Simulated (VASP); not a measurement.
Input for VASP

KPOINTS:
```
Automatic mesh
0
Gamma
5 5 5
0 0 0
```

### INCAR
```
# general
SYSTEM   =  AgNO3
PREC     =  Accurate
ENCUT    =  520   # plane-wave cut-off (eV)
LREAL    =  .FALSE.   # projection in real space or not
LASPH    =  .TRUE.   # aspherical one-centre terms

# electronic loop
EDIFF    =  1E-6
NELM     =  100   # most electronic steps
ALGO     =  Normal   # blocked Davidson
LMAXMIX  =  4

# smearing
ISMEAR   =  0   # Gaussian
SIGMA    =  0.05   # width (eV)

# functional
GGA      =  PS   # PBEsol

# ions
IBRION   =  2   # conjugate gradients
NSW      =  60   # most ionic steps
ISIF     =  3   # ions, shape and volume
EDIFFG   =  -0.02

# output
LWAVE    =  .FALSE.
LCHARG   =  .FALSE.
```

### POSCAR
```
AgNO3
1
    2.5221601190     1.4561697013     2.7225486396
   -2.5221601190     1.4561697013     2.7225486396
    0.0000000000    -2.9123394027     2.7225486396
Ag N O
1 1 3
Direct
  0.9990878437   0.9990878437   0.9990878437
  0.5736546274   0.5736546274   0.5736546274
  0.4315123330   0.4315123330   0.8656128630
  0.8656128630   0.4315123330   0.4315123330
  0.4315123330   0.8656128630   0.4315123330
```

POTCAR, in this order: Ag N O (PBE.64 set). Program: vasp_std.

Translate this PBEsol calculation to Ansatz.

One equivalent input (not run):
Ansatz 0.2 input:
```yaml
crystal:
  lattice:
    - [2.5221601, 1.4561697, 2.7225486]
    - [-2.5221601, 1.4561697, 2.7225486]
    - [0.0000000, -2.9123394, 2.7225486]
  atoms:
    - { symbol: Ag, position: [0.9990878, 0.9990878, 0.9990878] }
    - { symbol: N, position: [0.5736546, 0.5736546, 0.5736546] }
    - { symbol: O, position: [0.4315123, 0.4315123, 0.8656129] }
    - { symbol: O, position: [0.8656129, 0.4315123, 0.4315123] }
    - { symbol: O, position: [0.4315123, 0.8656129, 0.4315123] }
kpoints:
  mp_grid: { grid: [5, 5, 5] }
hamiltonian:
  xc: pbesol
  pseudopotentials: { kind: paw }
scf:
  occupations: { method: gaussian, width: 0.05 }
  max_iter: 100
relax:
  max_steps: 60
  f_tol: 0.02
  cell: {}
output: { forces: true, stress: true, eigenvalues: true }
```
The two are equivalent in intent, not identical: each code has its own PAW files, so the cut-off isn't converted (ENCUT is set for VASP's; basis.ecutwfc is left out, and Ansatz then takes the one that its files recommend); Ansatz stops its SCF on the density residual and VASP on the energy change (EDIFF).

The structure comes from a computed database's AgNO3 entry (R3m); how it stands against other phases isn't given here. It was relaxed first, which changed the volume by -10 %. The start is the result of an earlier pass.
